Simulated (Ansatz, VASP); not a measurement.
# Zn16Si8Ge8N31 (V_N2) in two plane-wave programs, part 2 of 4

Wanted: the spread between two codes on one cell, functional and k mesh. The structure shown is the start of the Ansatz relaxation below; VASP solves that cell, so the two are compared at the walk's first step.

VASP 6.6.1 and Ansatz 0.2.0.

So far: Starting point; Ansatz: relaxation, PBEsol.

### 3. VASP: single point, PBEsol, start cell, pair 1

Level of this step: PBEsol; plane waves and PAW (Zn, Si, Ge_d, N) (VASP).

The same cell, functional and mesh now go to VASP, with its own data sets.

Lines of VASP's logs that name or quote its potential files are left out, and so is its time.

INCAR reads:

```
SYSTEM = Zn16Si8Ge8N31
PREC = Accurate
ENCUT = 520
EDIFF = 1E-06
NELM = 120
ISMEAR = 0
SIGMA = 0.01
LREAL = Auto
ALGO = Normal
GGA = PS
NELECT = 488
NBANDS = 288
LORBIT = 11
LWAVE = .FALSE.
LCHARG = .FALSE.
ISIF = 2
ISYM = 0
LASPH = .TRUE.
GGA_COMPAT = .FALSE.
EFERMI = MIDGAP
NCORE = 2
```

POSCAR reads:

```
Zn16Si8Ge8N31
1.0
   -5.3666112245      5.0986424587      6.3291103091
    5.3186059267     -5.0986424587      6.3198864597
    5.3666112245      5.0986424587     -6.3291103091
Zn Si Ge N
16 8 8 31
Direct
    0.1878866106      0.2306645585      0.0432066895
    0.1849917215      0.7280826934      0.5396786910
    0.6865597276      0.2223433068      0.5442883021
    0.6850031154      0.7253502131      0.0364372334
    0.0657553339      0.2724323246      0.7071684491
    0.0695934627      0.7794838548      0.2135633755
    0.5716102283      0.2773746943      0.2135135426
    0.5617782146      0.7725711123      0.7070053739
    0.1915842282      0.1394509437      0.4586595434
    0.1951790684      0.6455709244      0.9552299617
    0.6885117464      0.1384814927      0.9546447775
    0.6986542397      0.6461990226      0.4613266417
    0.0636932313      0.3516004570      0.3000220191
    0.0692831086      0.8587883580      0.7995173263
    0.5627236365      0.3506304797      0.7984393609
    0.5632761624      0.8507625437      0.2987183907
    0.4472469382      0.4777192982      0.0427254255
    0.4451959308      0.9748169920      0.5426662984
    0.9391099375      0.4774430657      0.5432451301
    0.9349249908      0.9747597711      0.0350770433
    0.3157133220      0.0279570191      0.2145428916
    0.3089180564      0.5257683307      0.7115737268
    0.8071467659      0.0227320478      0.7140170825
    0.8144293000      0.5205268310      0.2105467095
    0.4331352793      0.3949905419      0.4641809347
    0.4387346262      0.8946915199      0.9599490878
    0.9444291808      0.4005634080      0.9717343233
    0.9442344844      0.8997330186      0.4663419638
    0.3171403393      0.0969643269      0.7898593141
    0.3139958754      0.5996033742      0.2851795417
    0.8237383078      0.1080808098      0.2965260472
    0.8160632998      0.6043494216      0.7954338168
    0.1236360451      0.4109079684      0.1485516648
    0.1305575527      0.9156763749      0.6527726133
    0.6327889915      0.4104241829      0.6581986034
    0.6238186918      0.9072692966      0.1522388154
    0.4913163087      0.0861535761      0.9707907800
    0.4931101318      0.5880401160      0.4631385838
    0.9923797589      0.0939065174      0.4668917662
    0.9951524371      0.5895649256      0.9650432116
    0.1294723763      0.4827498170      0.7025576686
    0.1248249828      0.9840188427      0.2083355134
    0.6274362380      0.4786319836      0.1995051268
    0.6263714685      0.9810970861      0.7092068378
    0.4708910977      0.0161737453      0.3966614283
    0.4674372501      0.5186470880      0.8940477177
    0.9759134415      0.0185791859      0.8997904746
    0.9670840316      0.5177448278      0.3897590532
    0.3836249244      0.1201923529      0.6456519618
    0.3875524187      0.6291252174      0.1480945829
    0.8863285558      0.1225990917      0.1446474298
    0.8793760590      0.6185283768      0.6420218634
    0.2765828213      0.8782218893      0.0110155786
    0.7753294498      0.3777105390      0.0136354607
    0.7714033685      0.8806493007      0.5123934399
    0.3707945995      0.2157231195      0.2433127990
    0.3826120178      0.7228970666      0.7490071776
    0.8814991266      0.2188150974      0.7463622136
    0.8792828778      0.7208214149      0.2530729832
    0.2769572144      0.2746400117      0.9047819002
    0.2785667726      0.7837885213      0.4048689579
    0.7791121999      0.2859893418      0.4083043428
    0.7820069418      0.7855927098      0.9123102055
```

KPOINTS reads:

```
Points of the shifted mesh
1
Reciprocal
 0.2500000000  0.2500000000  0.2500000000 1
```

The projector-augmented-wave data sets are Zn, Si, Ge_d and N (PBE family, release 64).

The run is started by

```bash
$ mpirun -np 8 vasp_std
```

Numbers of over 12 decimals in the logs are rounded to 6 here.

The program printed:

```text
[banner, memory and clock lines left out]
running    8 mpi-ranks, on    1 nodes
[...]
|                                                                             |
|               ----> ADVICE to this user running VASP <----                  |
|                                                                             |
|     You enforced a specific xc type in the INCAR file but a different       |
|     [... a line on the potential file left out ...]
|     I HOPE YOU KNOW WHAT YOU ARE DOING!                                     |
|                                                                             |

 LDA part: xc-table for (Slater+PW92), standard interpolation
 POSCAR, INCAR and KPOINTS ok, starting setup
[...]
entering main loop
       N       E                     dE             d eps       ncg     rms          rms(c)
DAV:   1     0.870134418093E+04    0.87013E+04   -0.17577E+05   656   0.331E+03
DAV:   2     0.189842978851E+04   -0.68029E+04   -0.63625E+04   576   0.954E+02
DAV:   3    -0.959914923141E+02   -0.19944E+04   -0.18772E+04   576   0.323E+02
DAV:   4    -0.456527623675E+03   -0.36054E+03   -0.34856E+03   656   0.144E+02
DAV:   5    -0.483777540591E+03   -0.27250E+02   -0.26916E+02   664   0.425E+01BRMIX: very serious problems
 the old and the new charge density differ
 old charge density:   491.00000 new  488.00000
    0.512E+01
DAV:   6    -0.420321989787E+03    0.63456E+02   -0.14191E+02   944   0.911E+01    0.274E+01
DAV:   7    -0.427265332498E+03   -0.69433E+01   -0.11627E+02   752   0.298E+01    0.190E+01
DAV:   8    -0.425795189311E+03    0.14701E+01   -0.12914E+01   760   0.295E+01    0.974E+00
DAV:   9    -0.426163333104E+03   -0.36814E+00   -0.80561E+00   896   0.161E+01    0.432E+00
[...]
DAV:  17    -0.425747890686E+03   -0.55409E-06   -0.76052E-05   688   0.532E-02    0.161E-02
DAV:  18    -0.425747892103E+03   -0.14169E-05   -0.29902E-05   656   0.349E-02    0.751E-03
DAV:  19    -0.425747892250E+03   -0.14706E-06   -0.68611E-06   584   0.185E-02
   1 F= -.42574789E+03 E0= -.42574789E+03  d E =-.279848E-12
```

OUTCAR, selected parts (step 3):

```text
  Total      -22.7203435    -28.0258236    -24.4149370      0.3847704      0.8872702      3.3866850
  in kB      -52.8241973    -65.1592980    -56.7640824      0.8945810      2.0628798      7.8739530
  external PRESSURE =     -58.2491926 kB  Pullay stress =       0.0000000 kB

 POSITION                                       TOTAL-FORCE (eV/Angst)
 -----------------------------------------------------------------------------------
      0.45037      0.00219      2.37347        -0.581792     -0.083464     -0.212607
      5.77585     -0.01740      2.35655        -0.416834     -0.112684      0.028801
      0.41904      5.14200      2.30564        -0.311048     -0.017757      0.198586
      0.37725     -0.01994      8.68898         0.199535      0.485875     -0.098344
      4.89117      2.55183     -2.33783         0.457901      0.613664     -0.330810
      4.91840     -2.53059      4.01505        -0.087654      0.015193     -0.203997
     -0.44652      2.58883      4.01941         0.046254     -0.116161     -0.269748
      4.88838      2.53001      3.96340        -0.254054      0.382811      0.223909
      2.17497      2.60435     -0.80903        -0.678201      0.421908     -0.354164
      7.51243      2.57399     -0.73051         0.599740      0.305436     -0.119261
      2.16476      7.67180     -0.80920         0.584951      0.258862      0.244164
      2.16323      2.61959      5.58598        -0.042529     -0.216393      0.288803
      3.13831      0.06177      0.72632         0.102123     -1.105052      0.238852
      8.48644      0.05105      0.80571         0.148868     -0.136560     -0.382200
[...]
-----------------------------------------------------------------------------------
    total drift:                                0.000520      0.003655     -0.004986

  FREE ENERGIE OF THE ION-ELECTRON SYSTEM (eV)
  ---------------------------------------------------
  free  energy   TOTEN  =      -425.7478922497 eV

  energy  without entropy=     -425.7478922497  energy(sigma->0) =     -425.74789225

[... 3 further parts left out ...]
[key lines of the parts left out:]
E-fermi :   4.2893
```

The run ends at a pressure of -5.82 GPa, with forces up to 2.7 eV/Å.

### 4. Comparison

Known differences besides the potentials themselves: fixed occupations in Ansatz, narrow Gaussian smearing in VASP; the cutoff is 420 eV in Ansatz and 520 eV in VASP (PREC = Accurate, projectors in real space); Ansatz makes its cores anew for this functional, VASP keeps those of its PBE data sets. Total energies have different zeros and are not compared.

Forces on 9 of the 63 atoms, those with the largest forces and the largest differences (eV/Å; atoms numbered as in POSCAR):

| atom | Ansatz x, y, z | VASP x, y, z |
| --- | --- | --- |
| Si20 | -0.291, 1.944, 1.334 | -0.284, 1.960, 1.336 |
| Si21 | -0.691, 0.940, -2.410 | -0.704, 0.944, -2.423 |
| Si22 | 1.324, 1.999, 0.777 | 1.275, 2.004, 0.797 |
| Ge27 | -0.750, -2.432, -0.264 | -0.740, -2.394, -0.263 |
| N33 | 0.149, 2.497, -0.185 | 0.182, 2.428, -0.124 |
| N34 | -0.686, 0.084, -1.347 | -0.647, 0.043, -1.271 |
| N39 | -0.253, 0.960, 0.010 | -0.281, 0.893, -0.047 |
| N48 | 0.081, 2.337, -0.213 | 0.099, 2.334, -0.234 |
| N56 | 1.245, -0.160, 1.692 | 1.292, -0.136, 1.696 |

The forces differ by 26 meV/Å r.m.s., which is 3.1 % of the r.m.s. force of 0.834 eV/Å (both taken over all components). The cell carries a charge of +3 e against a uniform background, so its pressure also hangs on how the neutralising background is counted, and in a defect's cell a gap may be the spacing between its levels.

### 5. Ansatz: relaxation, PBEsol

The two programs are compared at the cell with which this relaxation starts, whose forces are those of its first step.

The structure compared here is the start of the Ansatz relaxation; VASP solves that cell, so the two are compared at the walk's first step.

input.yaml reads:

```yaml
crystal:
  lattice:
    - [-5.36661122, 5.09864246, 6.32911031]
    - [5.31860593, -5.09864246, 6.31988646]
    - [5.36661122, 5.09864246, -6.32911031]
  atoms:
    - { symbol: Zn, position: [0.18869047, 0.22545839, 0.04211986] }
    - { symbol: Zn, position: [0.18869047, 0.72545839, 0.54211986] }
    - { symbol: Zn, position: [0.68869047, 0.22545839, 0.54211986] }
    - { symbol: Zn, position: [0.68869047, 0.72545839, 0.04211986] }
    - { symbol: Zn, position: [0.06666147, 0.27454161, 0.71323207] }
    - { symbol: Zn, position: [0.06666147, 0.77454161, 0.21323207] }
    - { symbol: Zn, position: [0.56666147, 0.27454161, 0.21323207] }
    - { symbol: Zn, position: [0.56666147, 0.77454161, 0.71323207] }
    - { symbol: Zn, position: [0.19241216, 0.14437945, 0.45812033] }
    - { symbol: Zn, position: [0.19241216, 0.64437945, 0.95812033] }
    - { symbol: Zn, position: [0.69241216, 0.14437945, 0.95812033] }
    - { symbol: Zn, position: [0.69241216, 0.64437945, 0.45812033] }
    - { symbol: Zn, position: [0.06374087, 0.35562055, 0.29803271] }
    - { symbol: Zn, position: [0.06374087, 0.85562055, 0.79803271] }
    - { symbol: Zn, position: [0.56374087, 0.35562055, 0.79803271] }
    - { symbol: Zn, position: [0.56374087, 0.85562055, 0.29803271] }
    - { symbol: Si, position: [0.44115138, 0.47666955, 0.03922638] }
    - { symbol: Si, position: [0.44115138, 0.97666955, 0.53922638] }
    - { symbol: Si, position: [0.94115138, 0.47666955, 0.53922638] }
    - { symbol: Si, position: [0.94115138, 0.97666955, 0.03922638] }
    - { symbol: Si, position: [0.31255682, 0.02333045, 0.21448183] }
    - { symbol: Si, position: [0.31255682, 0.52333045, 0.71448183] }
    - { symbol: Si, position: [0.81255682, 0.02333045, 0.71448183] }
    - { symbol: Si, position: [0.81255682, 0.52333045, 0.21448183] }
    - { symbol: Ge, position: [0.43894015, 0.39712448, 0.46566064] }
    - { symbol: Ge, position: [0.43894015, 0.89712448, 0.96566064] }
    - { symbol: Ge, position: [0.93894015, 0.39712448, 0.96566064] }
    - { symbol: Ge, position: [0.93894015, 0.89712448, 0.46566064] }
    - { symbol: Ge, position: [0.31853616, 0.10287552, 0.79181566] }
    - { symbol: Ge, position: [0.31853616, 0.60287552, 0.29181566] }
    - { symbol: Ge, position: [0.81853616, 0.10287552, 0.29181566] }
    - { symbol: Ge, position: [0.81853616, 0.60287552, 0.79181566] }
    - { symbol: "N", position: [0.12875372, 0.41063022, 0.15287728] }
    - { symbol: "N", position: [0.12875372, 0.91063022, 0.65287728] }
    - { symbol: "N", position: [0.62875372, 0.41063022, 0.65287728] }
    - { symbol: "N", position: [0.62875372, 0.91063022, 0.15287728] }
    - { symbol: "N", position: [0.49224706, 0.08936978, 0.9681235] }
    - { symbol: "N", position: [0.49224706, 0.58936978, 0.4681235] }
    - { symbol: "N", position: [0.99224706, 0.08936978, 0.4681235] }
    - { symbol: "N", position: [0.99224706, 0.58936978, 0.9681235] }
    - { symbol: "N", position: [0.12515923, 0.48027589, 0.70330667] }
    - { symbol: "N", position: [0.12515923, 0.98027589, 0.20330667] }
    - { symbol: "N", position: [0.62515923, 0.48027589, 0.20330667] }
    - { symbol: "N", position: [0.62515923, 0.98027589, 0.70330667] }
    - { symbol: "N", position: [0.47303078, 0.01972411, 0.39488334] }
    - { symbol: "N", position: [0.47303078, 0.51972411, 0.89488334] }
    - { symbol: "N", position: [0.97303078, 0.01972411, 0.89488334] }
    - { symbol: "N", position: [0.97303078, 0.51972411, 0.39488334] }
    - { symbol: "N", position: [0.38197879, 0.1246137, 0.64492176] }
    - { symbol: "N", position: [0.38197879, 0.6246137, 0.14492176] }
    - { symbol: "N", position: [0.88197879, 0.1246137, 0.14492176] }
    - { symbol: "N", position: [0.88197879, 0.6246137, 0.64492176] }
    - { symbol: "N", position: [0.27030806, 0.3753863, 0.50736509] }
    - { symbol: "N", position: [0.27030806, 0.8753863, 0.00736509] }
    - { symbol: "N", position: [0.77030806, 0.3753863, 0.00736509] }
    - { symbol: "N", position: [0.77030806, 0.8753863, 0.50736509] }
    - { symbol: "N", position: [0.3767469, 0.21970027, 0.24678625] }
    - { symbol: "N", position: [0.3767469, 0.71970027, 0.74678625] }
    - { symbol: "N", position: [0.8767469, 0.21970027, 0.74678625] }
    - { symbol: "N", position: [0.8767469, 0.71970027, 0.24678625] }
    - { symbol: "N", position: [0.27708598, 0.28029973, 0.90704663] }
    - { symbol: "N", position: [0.27708598, 0.78029973, 0.40704663] }
    - { symbol: "N", position: [0.77708598, 0.28029973, 0.40704663] }
    - { symbol: "N", position: [0.77708598, 0.78029973, 0.90704663] }
  supercell: [1, 1, 1]
  defects: [{ vacancy: 52 }]
total_charge: 1
basis:
  ecutwfc: 420
  xc_grid: 2
hamiltonian:
  xc: pbesol
kpoints:
  mp_grid: { grid: [1, 1, 1], shift: [0.25, 0.25, 0.25] }
scf:
  occupations: { method: fixed }
  max_iter: 60
output:
  forces: true
  charged_corrections:
    epsilon: [5.53, 5.63, 5.55]
    static_epsilon: [[10.06, 0.0, 0.06], [0.0, 10.59, 0.0], [0.06, 0.0, 9.8]]
relax:
  f_tol: 0.02
  max_steps: 80
  random_displacement: { amplitude: 0.05, seed: 1564 }
checkpoint:
  write: "../qp1.relax.run"
  compress: false
  write_wavefunctions: true
  write_every: 100000
```

The run is started by

```bash
$ ansatz run input.yaml --threads 4 --pin off --max-ram 7536MiB --backend cpu --events-out ev --progress --plain --runs-dir out
```

The program printed:

```text
[...]
Crystal: 63 atoms, lattice volume = 689.116 Å³
Basis set: ecut = 420 eV, 13461 PW (Γ), exchange–correlation on 144×144×144 points (8 copies of the dense FFT grid, shifted against one another)
Bands: 308, of which v1, the nominal top of the filled ones, is band 245 counted from 1 (244 counted from 0)
Symmetry: 1 space group operations
k-points: 1
[...]
SCF iter   1: F=—  HF=-103271.824681 eV  |F-HF|=—  |Δ(HF+E_count)|=         —  Δρ=1.28e-2  dr2=1.62e0  ethr=1.77e-3  ⟨swp⟩=5.0  Hψ=994  notcnv=0  defer=61
[...]
- { symbol: N, position: [0.130020, 0.911712, 0.653550] }
    - { symbol: N, position: [0.624865, 0.411420, 0.651957] }
    - { symbol: N, position: [0.629745, 0.911048, 0.152691] }
    - { symbol: N, position: [0.494089, 0.092474, 0.970042] }
    - { symbol: N, position: [0.489398, 0.587254, 0.468397] }
    - { symbol: N, position: [0.993158, 0.090420, 0.468882] }
    - { symbol: N, position: [0.991786, 0.589683, 0.965572] }
[...]
- { symbol: N, position: [0.277361, 0.281329, 0.907453] }
    - { symbol: N, position: [0.277398, 0.782083, 0.406807] }
    - { symbol: N, position: [0.777119, 0.281331, 0.407087] }
    - { symbol: N, position: [0.777497, 0.781870, 0.906922] }
```

(Continued in part 3 of 4.)

[Lines on the potential files, build, host, timing and source positions are cut from VASP's logs without a mark.]

[Logs are printed without paths, hosts, clocks, repeated set-up lines and the standing remarks that a program may print on its own settings, such as how far it seeks lower states.]

[Hosts, paths, dates, database ids (printed as entryN), source tags and the programs' standing remarks are cut or masked in the printed files.]
